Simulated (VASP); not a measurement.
```yaml
crystal:
  lattice:
    - [2.21746, -3.84075, 0.00000]
    - [2.21746, 3.84075, 0.00000]
    - [0.00000, 0.00000, 7.21355]
  atoms:
    - { symbol: Mg, position: [0.66667, 0.33333, 0.49974] }
    - { symbol: Mg, position: [0.33333, 0.66667, 0.99974] }
    - { symbol: Te, position: [0.66667, 0.33333, 0.87626] }
    - { symbol: Te, position: [0.33333, 0.66667, 0.37626] }
```

Level of theory: PBE GGA, VASP's PBE PAW potentials (set 64) (plane waves; VASP 6.6.1). Run with 500 eV cut-off, 6×6×3 Γ-centred mesh, Gaussian smearing of 0.050 eV, potentials Mg Te.

Unless said otherwise, spin-orbit coupling is left out, though it shifts the bands of the heavy elements here.

Q: Estimate the energy per atom (σ→0), pressure, band gap (on the k-mesh) with the smallest direct gap where there is one.

A: 
| Item | Result |
|---|---|
| band gap (on the k-mesh) | 2.90 eV |
| smallest direct gap (on the k-mesh) | 2.90 eV |
| energy per atom (σ→0) | -3.149 eV/atom |
| pressure | 5.02 GPa |

Total energies compare only between runs with the same potentials, cut-off and functional.

The compound is MgTe in the wurtzite structure. It was relaxed first under an external pressure of 5 GPa.
